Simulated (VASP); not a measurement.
# LaSi3Ir: structure and properties in VASP

Aim: relax LaSi3Ir with r2SCAN, compute its properties on that cell and hold them against experiment. The steps: relaxing cell and atoms (r2SCAN), single point with fields (r2SCAN), band structure (r2SCAN), density of states (r2SCAN), zone-centre phonons (r2SCAN), volume scan with r2SCAN, fit for r2SCAN and total energy, forces and stress (r2SCAN), changed input. The start is a cell from a database of measured crystal structures.

Main program and level: VASP 6.6.1; r2SCAN; plane waves and PAW (La, Si, Ir).

**What experiment says.**

“Physical properties of noncentrosymmetric superconductor LaIrSi3: A muSR study” (2014, arxiv:1407.6680) reports for LaIrSi3, BaNiSn3-type tetragonal, by powder neutron diffraction, Rietveld (arc-melted polycrystal annealed at 900 C, 300 K): lattice constant a 4.2784 ± 0.0003 Å [room-temperature value, includes thermal expansion]; lattice constant c 9.8308 ± 0.0007 Å [room-temperature value, includes thermal expansion].

Most raw output is cut from this account.

**1. The starting structure**

Before any relaxation, the start is as follows. Symmetry: I4mm, No. 107, tetragonal system. The conventional cell has a = 4.278 Å, b = 4.278 Å, c = 9.830 Å, α = 90.00°, β = 90.00°, γ = 90.00°. Nearest to La lie 12 Si at 3.15 to 3.34 Å and 5 Ir at 3.39 Å. Si has 2 Ir at 2.38 Å and 6 Si at 2.60 to 3.03 Å and 4 La at 3.17 to 3.34 Å nearest. Si has 1 Ir at 2.40 Å and 4 Si at 2.60 Å and 4 La at 3.15 Å nearest. Ir has 5 Si at 2.38 to 2.40 Å and 5 La at 3.39 Å nearest. Farther neighbours are not listed.

Structure file:

```cif
data_structure
_symmetry_space_group_name_H-M 'P 1'
_symmetry_Int_Tables_number 1
_cell_length_a 5.7713
_cell_length_b 5.7713
_cell_length_c 5.7713
_cell_angle_alpha 136.491
_cell_angle_beta 136.491
_cell_angle_gamma 63.222
_cell_volume 89.95
loop_
_atom_site_label
_atom_site_type_symbol
_atom_site_fract_x
_atom_site_fract_y
_atom_site_fract_z
_atom_site_occupancy
La1 La 0.00000 0.00000 0.00000 1
Si2 Si 0.76150 0.26150 0.50000 1
Si3 Si 0.26150 0.76150 0.50000 1
Si4 Si 0.41120 0.41120 0.00000 1
Ir5 Ir 0.65530 0.65530 0.00000 1
```

**2. Relaxing cell and atoms (r2SCAN)**

Properties are meant for the cell that this level of theory prefers, so cell and atoms are relaxed first (ISIF = 3) until forces and stress are small; EDIFFG sets the threshold. r2SCAN adds the kinetic-energy density, costs more than a GGA and is run with LASPH.

The input, INCAR:

```
SYSTEM = LaSi3Ir
PREC = Accurate
ENCUT = 400
EDIFF = 1E-06
NELM = 100
ISMEAR = 0
SIGMA = 0.05
LREAL = .FALSE.
ALGO = Normal
METAGGA = R2SCAN
LASPH = .TRUE.
NBANDS = 22
LORBIT = 11
LWAVE = .FALSE.
LCHARG = .FALSE.
KPAR = 4
IBRION = 2
NSW = 60
ISIF = 3
EDIFFG = -0.01
```

The input, POSCAR:

```
LaSi3Ir
1.0
   -2.1390000000      2.1390000000      4.9150000000
    2.1390000000     -2.1390000000      4.9150000000
    2.1390000000      2.1390000000     -4.9150000000
La Si Ir
1 3 1
Direct
    0.0000000000      0.0000000000      0.0000000000
    0.7615000000      0.2615000000      0.5000000000
    0.2615000000      0.7615000000      0.5000000000
    0.4112000000      0.4112000000      0.0000000000
    0.6553000000      0.6553000000      0.0000000000
```

The input, KPOINTS:

```
Automatic mesh
0
Gamma
6 6 6
0 0 0
```

PAW data sets: La, Si and Ir (PBE family, release 64).

Run with:

```sh
> mpirun -np 4 vasp_std
```

Run time: 6.3 min. Hardware: 4 MPI ranks of Intel Xeon 6975P-C (Granite Rapids), shared host; peak memory 1.1 GiB; 20 min of CPU time.

The k-mesh is coarse for a metal. The PAW data sets were made with PBE, which is usual practice but a small mismatch for other functionals. The run keeps the 8 symmetry operations of its start, so it cannot find a distortion of lower symmetry.

Relaxation path:

```
step  energy less that of the first step (eV)  largest force (eV/Å)  pressure (GPa)  volume (Å³)
   1                                   0.0000                0.3841            1.21        89.95
   2                                  -0.0006                0.1498           -1.73        91.73
   3                                  -0.0062                0.1330           -0.34        90.85
   4                                  -0.0075                0.0452            0.05        90.59
   5                                  -0.0075                0.0454            0.06        90.58
   6                                  -0.0079                0.0296            0.03        90.60
   7                                  -0.0079                0.0255            0.01        90.61
   8                                  -0.0079                0.0224            0.02        90.61
   9                                  -0.0080                0.0123           -0.01        90.65
  10                                  -0.0080                0.0091           -0.01        90.67
```

```csv
"conventional cell, symmetrised",before,after,change
a (Å),4.278,4.284,+0.2 %
b (Å),4.278,4.284,+0.2 %
c (Å),9.830,9.879,+0.5 %
volume (Å³/atom),17.99,18.13,+0.8 %
```

The atoms that moved most (Å, as changes of fractional coordinates times the final cell):

```csv
atom,dx,dy,dz,length
Si4,0.000,0.000,0.016,0.016
Ir5,0.000,0.000,-0.014,0.014
La1,0.000,0.000,-0.012,0.012
Si2,0.000,0.000,0.005,0.005
Si3,0.000,0.000,0.005,0.005
```

The relaxed structure:

```cif
data_structure
_symmetry_space_group_name_H-M 'P 1'
_symmetry_Int_Tables_number 1
_cell_length_a 5.7944
_cell_length_b 5.7944
_cell_length_c 5.7944
_cell_angle_alpha 136.605
_cell_angle_beta 136.605
_cell_angle_gamma 63.047
_cell_volume 90.67
loop_
_atom_site_label
_atom_site_type_symbol
_atom_site_fract_x
_atom_site_fract_y
_atom_site_fract_z
_atom_site_occupancy
La1 La 0.99875 0.99875 0.00000 1
Si2 Si 0.76204 0.26204 0.50000 1
Si3 Si 0.26204 0.76204 0.50000 1
Si4 Si 0.41280 0.41280 0.00000 1
Ir5 Ir 0.65386 0.65386 0.00000 1
```

This step gave:

```yaml
electrons: 32
bands: 22
irreducible_k_points: 30
symmetry_operations: 8
free_energy_toten: -112.9269 eV
energy_at_zero_smearing: -112.9252 eV
fermi_energy: 9.554 eV
pressure: -0.009941 GPa
metallic: yes
scf_cycles_over_all_ionic_steps: 63
```

It ends with a largest force of 0.009 eV/Å and a pressure of -0.01 GPa. The volume lies +0.8 % from that of the database's start.

**3. Single point with fields (r2SCAN)**

The relaxed cell gets a fresh self-consistent run, on a basis set for its own volume, to fix the density and to check the remaining stress.

INCAR: that of step 2 with these lines changed.

```diff
@@ -14,7 +14,5 @@
 LWAVE = .FALSE.
-LCHARG = .FALSE.
-KPAR = 4
-IBRION = 2
-NSW = 60
-ISIF = 3
-EDIFFG = -0.01
+LCHARG = .TRUE.
+ISIF = 2
+LELF = .TRUE.
+LVHAR = .TRUE.
```

The input, POSCAR:

```
LaSi3Ir
1.0
   -2.1422144909      2.1422144909      4.9392675698
    2.1422144909     -2.1422144909      4.9392675698
    2.1422144909      2.1422144909     -4.9392675698
La Si Ir
1 3 1
Direct
    0.9987465008      0.9987465008      0.0000000000
    0.7620449503      0.2620449503      0.5000000000
    0.2620449503      0.7620449503      0.5000000000
    0.4128039987      0.4128039987      0.0000000000
    0.6538596000      0.6538596000      0.0000000000
```

KPOINTS is that of step 2.

Run with:

```sh
> mpirun -np 4 vasp_std
```

It took 81 s on 4 MPI ranks; peak memory 0.72 GiB; 4.3 min of CPU time.

This step gave:

```yaml
scf_cycles: 15
bands: 24
energy_at_zero_smearing: -112.9253 eV
pressure: -0.02597 GPa
```

Valence electrons inside each PAW sphere by angular momentum. Sphere charges, by row:

```csv
atom,s (e),p (e),d (e),f (e),tot (e)
La1,1.986,5.682,0.722,0.163,8.553
Si2,0.764,0.849,0,0,1.613
Si3,0.764,0.849,0,0,1.613
Si4,0.764,0.892,0,0,1.656
Ir5,0.725,0.795,7.223,0,8.743
```

ELF in the ac plane of the conventional cell at fractional y = 0.000, with atoms of La and Si and Ir within 0.2 Å of it. It is the smooth field of the valence electrons, not physical close to the nuclei.

Values, 24 rows by 14 columns, each cell a mean:
```
0.50 0.73 0.85 0.70 0.27 0.08 0.12 0.14 0.09 0.12 0.47 0.82 0.83 0.62
0.81 0.82 0.73 0.45 0.18 0.21 0.38 0.43 0.31 0.16 0.27 0.61 0.80 0.82
0.57 0.48 0.31 0.18 0.27 0.52 0.70 0.73 0.64 0.40 0.19 0.21 0.39 0.54
0.23 0.21 0.20 0.29 0.49 0.66 0.74 0.76 0.71 0.60 0.39 0.23 0.19 0.22
0.36 0.37 0.42 0.54 0.62 0.53 0.40 0.39 0.46 0.59 0.60 0.48 0.38 0.36
0.35 0.37 0.46 0.63 0.72 0.54 0.20 0.13 0.35 0.66 0.70 0.54 0.40 0.36
0.13 0.21 0.38 0.56 0.74 0.73 0.47 0.36 0.60 0.77 0.67 0.47 0.29 0.16
0.02 0.05 0.22 0.43 0.62 0.75 0.70 0.65 0.73 0.71 0.54 0.34 0.12 0.02
0.02 0.03 0.16 0.32 0.44 0.57 0.60 0.59 0.60 0.52 0.38 0.26 0.08 0.01
0.10 0.16 0.26 0.32 0.36 0.39 0.35 0.33 0.37 0.38 0.34 0.31 0.22 0.12
0.41 0.42 0.42 0.41 0.37 0.26 0.14 0.11 0.19 0.32 0.40 0.42 0.43 0.41
0.67 0.66 0.64 0.56 0.42 0.22 0.08 0.06 0.13 0.31 0.50 0.61 0.65 0.67
0.59 0.64 0.70 0.66 0.51 0.31 0.18 0.16 0.22 0.40 0.59 0.69 0.67 0.61
0.17 0.34 0.61 0.70 0.64 0.52 0.46 0.45 0.48 0.57 0.68 0.68 0.49 0.23
0.17 0.38 0.68 0.78 0.76 0.74 0.74 0.74 0.74 0.75 0.77 0.76 0.57 0.25
0.48 0.60 0.73 0.78 0.80 0.81 0.78 0.77 0.80 0.81 0.79 0.77 0.69 0.54
0.57 0.58 0.61 0.67 0.71 0.64 0.46 0.40 0.55 0.70 0.70 0.63 0.60 0.58
0.36 0.36 0.40 0.49 0.53 0.36 0.16 0.12 0.24 0.46 0.53 0.45 0.37 0.36
0.14 0.15 0.23 0.38 0.49 0.45 0.36 0.34 0.40 0.48 0.45 0.30 0.18 0.14
0.05 0.07 0.13 0.28 0.49 0.61 0.64 0.64 0.63 0.57 0.40 0.20 0.09 0.06
0.28 0.21 0.12 0.13 0.28 0.47 0.57 0.59 0.53 0.38 0.20 0.12 0.17 0.26
0.79 0.70 0.48 0.20 0.11 0.19 0.30 0.32 0.26 0.14 0.13 0.33 0.60 0.75
0.77 0.84 0.81 0.54 0.15 0.06 0.09 0.10 0.07 0.07 0.31 0.69 0.84 0.80
0.34 0.68 0.85 0.72 0.27 0.05 0.05 0.05 0.04 0.10 0.49 0.82 0.80 0.50
```
Columns run along a (4.3 Å), rows up along c (9.9 Å), edges of the conventional cell, whose origin can differ from the input's. Atoms in or near the plane, at fractional coordinates: La at (0.00, 0.00), Si at (0.50, 0.76), Si at (0.50, 0.26), Si at (0.00, 0.41), Ir at (0.00, 0.65).

Electrostatic potential energy in the ac plane of the conventional cell at fractional y = 0.000, with atoms of La and Si and Ir within 0.2 Å of it. With pseudopotentials it is smooth inside the atoms' cores, unlike the true potential.

Ten even steps from '0' (-99 eV) to '9' (2 eV), each cell a mean:
```
00479999998620
34789999999864
88999999999988
99999887899999
99998632479999
99998400168999
67898632479876
45689887899764
45689999999754
56899999999876
88999999999998
89999999999999
46899999999975
02699999999840
02699999999851
57899987899986
99998632479999
99998400168999
99998632479999
99999887899999
99999999999999
77899999999987
13689999999742
00379999998610
```
Columns run along a (4.3 Å; values clipped at the 3rd and 97th percentile), rows up along c (9.9 Å), edges of the conventional cell, whose origin can differ from the input's. Atoms in or near the plane, at fractional coordinates: La at (0.00, 0.00), Si at (0.50, 0.76), Si at (0.50, 0.26), Si at (0.00, 0.41), Ir at (0.00, 0.65).

Valence density in the ac plane of the conventional cell at fractional y = 0.000, with atoms of La and Si and Ir within 0.2 Å of it. It is the smooth field of the valence electrons, not physical close to the nuclei.

Ten even steps from '_' (-0.1 e/Å³) to '@' (2.4 e/Å³), each cell a mean:
```
--****--..__________::==**==
**++==::..__________..::++**
::::......................::
............................
............................
::::::::::..____..::::::::::
++++--::::::......::::--==++
@@##++--::::....::::::==**%%
@@##++::............::--**@@
**++--::....______....::==**
----::....__________....::--
::::....____________....::::
..::......__________....::::
__..........______........__
__........................__
............................
............................
____........______........__
______................______
________..............______
....______..........______..
==--::..______________..::--
****==::..__________..--****
__++**--..__________::++**::
```
Columns run along a (4.3 Å), rows up along c (9.9 Å), edges of the conventional cell, whose origin can differ from the input's. Atoms in or near the plane, at fractional coordinates: La at (0.00, 0.00), Si at (0.50, 0.76), Si at (0.50, 0.26), Si at (0.00, 0.41), Ir at (0.00, 0.65).

In this run the pressure is -0.03 GPa, small enough to go on.

**4. Band structure (r2SCAN)**

The mesh alone shows little of the dispersion and can miss band extrema, so KPOINTS_OPT adds a path through the symmetry points after the self-consistent cycle.

INCAR: that of step 3 with these lines changed.

```diff
@@ -11,8 +11,6 @@
 LASPH = .TRUE.
-NBANDS = 22
+NBANDS = 31
 LORBIT = 11
 LWAVE = .FALSE.
-LCHARG = .TRUE.
-ISIF = 2
-LELF = .TRUE.
-LVHAR = .TRUE.
+LCHARG = .FALSE.
+KPAR = 4
```

POSCAR is that of step 3.

KPOINTS is that of step 3.

The input, KPOINTS_OPT:

```
Line mode
16
Line-mode
Reciprocal
  0.00000000   0.00000000   0.00000000 GAMMA
  0.00000000   0.00000000   0.50000000 X

  0.00000000   0.00000000   0.50000000 X
 -0.09405260   0.09405260   0.50000000 Y

 -0.09405260   0.09405260   0.50000000 Y
 -0.29702630   0.29702630   0.29702630 S

 -0.29702630   0.29702630   0.29702630 S
  0.00000000   0.00000000   0.00000000 GAMMA

  0.00000000   0.00000000   0.00000000 GAMMA
  0.50000000   0.50000000  -0.50000000 Z

  0.50000000   0.50000000  -0.50000000 Z
  0.29702630   0.70297370  -0.29702630 S1

  0.29702630   0.70297370  -0.29702630 S1
  0.00000000   0.50000000   0.00000000 N

  0.00000000   0.50000000   0.00000000 N
  0.25000000   0.25000000   0.25000000 P

  0.25000000   0.25000000   0.25000000 P
  0.50000000   0.50000000  -0.09405260 Y1

  0.50000000   0.50000000  -0.09405260 Y1
  0.50000000   0.50000000  -0.50000000 Z

  0.00000000   0.00000000   0.50000000 X
  0.25000000   0.25000000   0.25000000 P
```

Run with:

```sh
> mpirun -np 4 vasp_std
```

It took 4.6 min on 4 MPI ranks; peak memory 1.3 GiB.

Spin-orbit coupling is off here; with elements this heavy it splits and shifts levels by tenths of an eV or more.

This step gave:

| Property | Result |
| --- | --- |
| bands | 31 |
| pressure | -0.02198 GPa |

Electronic bands along the path, in eV, zero at the Fermi level; # counts the bands kept:

```csv
point,#8,#9,#10,#11,#12,#13,#14,#15
Γ,-2.94,-1.79,-1.79,-0.03,-0.03,1.27,2.09,2.41
0.47 of the way,-2.55,-2.24,-1.63,-1.19,0.27,1.93,2.41,2.50
X,-3.02,-3.02,-2.37,-2.05,2.06,2.28,2.57,2.73
0.47 of the way,-2.97,-2.89,-2.37,-1.97,1.98,2.29,2.55,2.72
Y,-2.90,-2.54,-2.31,-1.74,1.77,2.31,2.43,2.65
0.53 of the way,-3.06,-2.12,-1.22,-1.06,0.86,1.77,2.33,2.44
S,-2.81,-2.41,-1.51,-0.35,0.64,1.97,2.27,2.48
0.47 of the way,-2.41,-1.94,-1.69,-1.29,-1.02,1.87,2.51,2.54
Γ,-2.94,-1.79,-1.79,-0.03,-0.03,1.27,2.09,2.41
0.47 of the way,-2.30,-2.30,-1.68,0.62,0.62,0.93,1.99,2.30
Z,-2.75,-2.44,-0.38,0.74,0.74,1.63,1.72,2.15
0.53 of the way,-2.93,-2.11,-0.03,0.40,1.28,1.32,1.86,1.96
S1,-2.81,-2.41,-1.51,-0.35,0.64,1.97,2.27,2.48
0.47 of the way,-2.68,-2.60,-1.61,-0.57,0.24,1.94,2.21,2.53
N,-3.00,-2.37,-1.52,-0.70,-0.05,1.75,2.15,2.54
0.47 of the way,-3.10,-2.53,-1.86,-1.02,0.91,1.92,2.35,2.52
P,-3.13,-2.73,-2.73,-2.21,1.52,2.42,2.42,2.73
0.53 of the way,-3.00,-2.80,-2.48,-1.97,1.74,2.32,2.52,2.69
Y1,-2.90,-2.54,-2.31,-1.74,1.77,2.31,2.43,2.65
0.53 of the way,-3.17,-1.09,-0.28,0.17,0.25,0.68,2.09,2.37
Z,-2.75,-2.44,-0.38,0.74,0.74,1.63,1.72,2.15
jump to X,-3.02,-3.02,-2.37,-2.05,2.06,2.28,2.57,2.73
0.53 of the way,-3.09,-2.94,-2.50,-2.13,1.75,2.32,2.53,2.73
P,-3.13,-2.73,-2.73,-2.21,1.52,2.42,2.42,2.73
```

Of the projections kept (La, Si, Ir), the largest for each band there; the rest of the weight can lie on other orbitals:

```csv
point,#8,#9,#10,#11,#12,#13,#14,#15
Γ,Ir 0.82,Ir 0.76,Ir 0.76,Si 0.48,Si 0.48,Si 0.53,Ir 0.50,La 0.97
X,Ir 0.65,Ir 0.61,Ir 0.68,Ir 0.78,La 0.67,La 0.93,La 0.94,La 0.98
Y,Ir 0.80,Ir 0.64,Ir 0.84,Ir 0.64,La 0.67,La 0.87,La 0.92,La 0.91
S,Ir 0.55,Ir 0.45,Si 0.52,Ir 0.50,Ir 0.55,La 0.70,La 0.82,La 0.82
Γ,Ir 0.82,Ir 0.76,Ir 0.76,Si 0.48,Si 0.48,Si 0.53,Ir 0.50,La 0.97
Z,Ir 0.57,Ir 0.47,Si 0.50,La 0.69,La 0.69,La 0.68,La 0.70,La 1.00
```

There is no gap at this level.

**5. Density of states (r2SCAN)**

Here the states are counted by energy and projected on the atoms. The mesh is finer than in the run before.

INCAR: that of step 4 with these lines changed.

```diff
@@ -5,3 +5,3 @@
 NELM = 100
-ISMEAR = 0
+ISMEAR = -5
 SIGMA = 0.05
@@ -16 +16,2 @@
 KPAR = 4
+NEDOS = 2001
```

POSCAR is that of step 4.

The input, KPOINTS:

```
Automatic mesh
0
Gamma
9 9 9
0 0 0
```

Run with:

```sh
> mpirun -np 4 vasp_std
```

Run time: 2.7 min. Hardware: 4 MPI ranks; peak memory 1.4 GiB; 8.5 min of CPU time.

With tetrahedra the forces and stress of a metal are not exact derivatives of the energy.

This step gave:

```
irreducible k-points   : 75
free energy (TOTEN)    : -112.9380 eV
Fermi energy           : 9.486 eV
pressure               : 0.1427 GPa
DOS at the Fermi level : 1.338 states/eV/cell
```

The density of states has structure finer than the step of the table below, so its rows give means over 0.5 eV, whole bins alone (the curve runs from -12.0 to 2.96 eV). Peaks (eV: height): total -2.97: 7.61, 2.56: 19.1, 2.69: 19.3, 2.89: 20.1; La f 2.76: 15.7, 2.89: 17.2; Ir d -4.91: 3.15, -4.44: 2.13, -3.24: 2.68, -2.97: 3.47; Si p -5.24: 1, -4.97: 1.13, -2.97: 0.717, -2.31: 0.693; La d -1.44: 0.361, 2.36: 0.873, 2.56: 1.00, 2.89: 0.544.

States under -12.0 eV and over 3.0 eV are left out. Density of states against energy, zero at the Fermi level; means over each step; 7 of 8 lines; values in states/eV/cell:

```
energy (eV)  total     La f     Ir d    Si p     La d     Ir p    Si s
      -11.5  0.749   5.7e-5  0.00714  0.0125  0.00159   0.0105   0.257
      -11.0   1.06   1.4e-4   0.0216  0.0273  0.00546   0.0191   0.364
      -10.5   1.22   4.7e-4   0.0384  0.0425   0.0103   0.0252   0.416
      -10.0  0.510   2.4e-4   0.0189  0.0226  0.00659  0.00980   0.170
       -9.5  0.870   5.9e-4   0.0408  0.0379  0.00896   0.0143   0.269
       -9.0   1.46  0.00132   0.0954  0.0616   0.0208   0.0355   0.463
       -8.5   1.43  0.00202    0.103  0.0666   0.0191   0.0304   0.432
       -8.0   1.13  0.00288    0.122  0.0527   0.0176   0.0361   0.359
       -7.5   1.74  0.00532    0.272  0.0773   0.0257   0.0570   0.544
       -7.0   1.22  0.00544    0.202  0.0598   0.0155   0.0534   0.376
       -6.5  0.511  0.00214   0.0717  0.0649  0.00610   0.0147  0.0764
       -6.0  0.758  0.00258    0.153   0.136   0.0106   0.0117  0.0252
       -5.5   2.46  0.00682    0.776   0.441   0.0377   0.0477  0.0441
       -5.0   4.70   0.0114     1.94   0.724   0.0843   0.0858  0.0737
       -4.5   3.62   0.0105     1.63   0.487   0.0605   0.0510  0.0459
       -4.0   3.15  0.00863     1.59   0.361   0.0554   0.0482  0.0294
       -3.5   2.70  0.00979     1.56   0.242   0.0512   0.0244  0.0345
       -3.0   4.85   0.0224     2.28   0.460    0.176    0.132  0.0990
       -2.5   3.42   0.0234     1.19   0.437    0.158    0.163  0.0550
       -2.0   2.87   0.0325    0.828   0.380    0.159    0.168  0.0530
       -1.5   3.07   0.0477    0.694   0.392    0.241    0.216  0.0796
       -1.0   1.91   0.0432    0.403   0.242    0.141    0.148  0.0662
       -0.5   1.47   0.0536    0.270   0.207   0.0912    0.119  0.0561
        0.0   1.47   0.0756    0.243   0.220   0.0970    0.112  0.0473
        0.5   1.50    0.103    0.215   0.202    0.141   0.0893  0.0475
        1.0   1.63    0.176    0.155   0.181    0.192   0.0647  0.0483
        1.5   1.85    0.312    0.162   0.153    0.249   0.0355  0.0581
        2.0   3.34    0.983    0.289   0.198    0.517   0.0278   0.104
        2.5   12.5     8.37    0.603   0.349    0.731   0.0539   0.120
```

Force by atom:

| atom | x (eV/Å) | y (eV/Å) | z (eV/Å) | size |
| --- | --- | --- | --- | --- |
| La1 | 0.0000 | 0.0000 | -0.0295 | 0.0295 |
| Si2 | 0.0000 | 0.0000 | -0.0154 | 0.0154 |
| Si3 | 0.0000 | 0.0000 | -0.0154 | 0.0154 |
| Si4 | 0.0000 | 0.0000 | -0.0163 | 0.0163 |
| Ir5 | 0.0000 | 0.0000 | 0.0767 | 0.0767 |

The finer mesh and the other smearing move the Fermi level by -0.07 eV from the 6×6×6 run, one measure of the sampling error in the zero of the bands above. Of the states within 0.3 eV of the Fermi level, the largest shares in the PAW spheres are Ir d 16 %, Si p 15 % and Ir p 8 %. The rest lies in smaller channels or between the spheres.

(Continued in part 2 of 2.)

[Lines on the potential files, build, host, timing and source positions are cut from VASP's logs without a mark.]

[Logs are printed without paths, hosts, clocks, repeated set-up lines and the standing remarks that a program may print on its own settings, such as how far it seeks lower states.]

[Hosts, paths, dates, database ids (printed as entryN), source tags and the programs' standing remarks are cut or masked in the printed files.]

[A measured line is paired with the nearest computed mode of its activity, which favours agreement.]
